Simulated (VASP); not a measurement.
An input for Quantum ESPRESSO's pw.x (written as the equivalent of a VASP run, and not itself run):

```
&CONTROL
  calculation = 'vc-relax'
  pseudo_dir = './pseudo'
  outdir = './out'
  tprnfor = .true.
  tstress = .true.
  nstep = 30
  forc_conv_thr = 0.00039
/
&SYSTEM
  ibrav = 0
  nat = 5
  ntyp = 2
  ecutwfc = 84
  occupations = 'smearing'
  smearing = 'gaussian'
  degauss = 0.003675
  input_dft = 'pbe'
  vdw_corr = 'grimme-d3'
  dftd3_version = 3
  dftd3_threebody = .false.
/
&ELECTRONS
  conv_thr = 7.3e-09
  electron_maxstep = 100
/
&IONS
/
&CELL
  cell_dofree = 'shape'
/
ATOMIC_SPECIES
  Mg 24.305 Mg.upf
  Sb 121.760 Sb.upf
CELL_PARAMETERS angstrom
     2.2983341   -3.9808316    0.0000000
     2.2983341    3.9808316    0.0000000
     0.0000000    0.0000000    7.2723443
ATOMIC_POSITIONS crystal
  Mg   0.0000000  0.0000000  1.0000000
  Mg   0.3333330  0.6666670  0.6324101
  Mg   0.6666670  0.3333330  0.3675899
  Sb   0.3333330  0.6666670  0.2253439
  Sb   0.6666670  0.3333330  0.7746561
K_POINTS automatic
  6 6 3 0 0 0
```

Translate this input to VASP (INCAR, KPOINTS, POSCAR, choice of POTCAR).

This is not unique; one that fits is 
### POSCAR
```
Mg3Sb2
1
    2.2983341163    -3.9808316217     0.0000000000
    2.2983341163     3.9808316217     0.0000000000
    0.0000000000     0.0000000000     7.2723442848
Mg Sb
3 2
Direct
  0.0000000000   0.0000000000   1.0000000000
  0.3333330000   0.6666670000   0.6324100700
  0.6666670000   0.3333330000   0.3675899300
  0.3333330000   0.6666670000   0.2253439160
  0.6666670000   0.3333330000   0.7746560840
```

### INCAR
```
! general
SYSTEM   =  Mg3Sb2
PREC     =  Accurate
ENCUT    =  520   ! plane-wave cut-off (eV)
LREAL    =  F   ! projection in real space or not
LASPH    =  T

! electronic loop
EDIFF    =  1E-7
NELM     =  100   ! most electronic steps
ALGO     =  Normal
LMAXMIX  =  4   ! l cut-off of mixed one-centre charges

! smearing
ISMEAR   =  0
SIGMA    =  0.05

! functional
GGA      =  PE   ! PBE
IVDW     =  11   ! D3, zero damping

! ions
IBRION   =  2
NSW      =  30
ISIF     =  4
EDIFFG   =  -0.01   ! ionic stop

! output
LWAVE    =  F
LCHARG   =  F
```

### KPOINTS
```
Automatic mesh
0
Gamma
6 6 3
0 0 0
```

POTCAR, in this order: Mg Sb (PBE.64 set). Program: vasp_std.

Limits of the translation: the potentials are each code's own (VASP's PAW set, PseudoDojo norm-conserving files in pw.x), so ENCUT and ecutwfc are chosen apart and not converted; conv_thr bounds pw.x's estimated SCF error, while EDIFF bounds the energy change between steps; forc_conv_thr acts on force components and is met together with etot_conv_thr.

The compound is Mg3Sb2 in the a-la2o3 structure. This cell is one point of a volume scan, at 1.03 of the reference volume. Symmetry was kept, so distortions that lower it aren't found.
